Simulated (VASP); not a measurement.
Consider the following.

```xyz
2
Lattice="1.4280 -2.4733 0.0000 1.4280 2.4733 0.0000 0.0000 0.0000 4.5528" Properties=species:S:1:pos:R:3 pbc="T T T"
Ti     1.4280     0.8244     1.1382
Ti     1.4280    -0.8244     3.4146
```

Computed with LDA (Ceperley-Alder, Perdew-Zunger), VASP's LDA PAW potentials (set 64) (plane waves; VASP). Run with 520 eV cut-off, 13×13×7 Γ-centred mesh, first-order Methfessel-Paxton smearing of 0.10 eV, potentials Ti_sv.

Q: Estimate the energy per atom (σ→0), band gap (on the k-mesh) with the smallest direct gap where there is one.

A: 
| Quantity | Result |
|---|---|
| band gap (on the k-mesh) | none (metal, semimetal or under 0.01 eV) |
| energy per atom (σ→0) | -8.549 eV/atom |

Total energies compare only between runs with the same potentials, cut-off and functional.

The compound is Ti in the hcp structure. It was relaxed first, which changed the volume by -9 %. The start is the result of an earlier pass.
